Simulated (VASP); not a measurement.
An input for Quantum ESPRESSO's pw.x (written as the equivalent of a VASP run, and not itself run):

```
&CONTROL
  calculation = 'scf'
  pseudo_dir = './pseudo'
  outdir = './out'
  tprnfor = .true.
  tstress = .true.
/
&SYSTEM
  ibrav = 0
  nat = 2
  ntyp = 2
  ecutwfc = 74
  occupations = 'smearing'
  smearing = 'gaussian'
  degauss = 0.003675
  input_dft = 'pbe'
/
&ELECTRONS
  conv_thr = 7.3e-08
  electron_maxstep = 100
/
ATOMIC_SPECIES
  K 39.098 K.upf
  I 126.904 I.upf
CELL_PARAMETERS angstrom
     0.0000000    3.4934800    3.5162810
     3.6184760    0.0000000    3.5162810
     3.6184760    3.4934800    0.0000000
ATOMIC_POSITIONS crystal
  K    0.0000000  0.0000000  0.0000000
  I    0.4959000  0.5041000  0.5041000
K_POINTS automatic
  8 8 8 1 1 1
```

Task: Translate this input to VASP (INCAR, KPOINTS, POSCAR, choice of POTCAR).

Result: This is not unique; one that fits is 
### POSCAR
```
KI
1
    0.0000000000     3.4934800000     3.5162810000
    3.6184760000     0.0000000000     3.5162810000
    3.6184760000     3.4934800000     0.0000000000
K I
1 1
Direct
  0.0000000000   0.0000000000   0.0000000000
  0.4959000000   0.5041000000   0.5041000000
```

### INCAR
```
ALGO=Normal
EDIFF=1E-6
ENCUT=400
GGA=PE
ISIF=2
ISMEAR=0
LASPH=.TRUE.
LCHARG=.FALSE.
LMAXMIX=4
LREAL=.FALSE.
LWAVE=.FALSE.
NELM=100
PREC=Accurate
SIGMA=0.05
SYSTEM=KI
```

### KPOINTS
```
Automatic mesh
0
Monkhorst-Pack
8 8 8
0 0 0
```

POTCAR, in this order: K_sv I (PBE.64 set). Program: vasp_std.

The two are equivalent in intent, not identical: the potentials are each code's own (VASP's PAW set, PseudoDojo norm-conserving files in pw.x), so ENCUT and ecutwfc are chosen apart and not converted; conv_thr bounds pw.x's estimated SCF error, while EDIFF bounds the energy change between steps; an even Monkhorst-Pack mesh in KPOINTS is the half-step-shifted mesh of pw.x.

The compound is KI in the rock salt structure. The cell was not relaxed at this level, atoms are displaced from their ideal sites. The run is one of a series of settings (KPOINTS 8×8×8 Monkhorst-Pack mesh against the base run), some of them coarse on purpose.
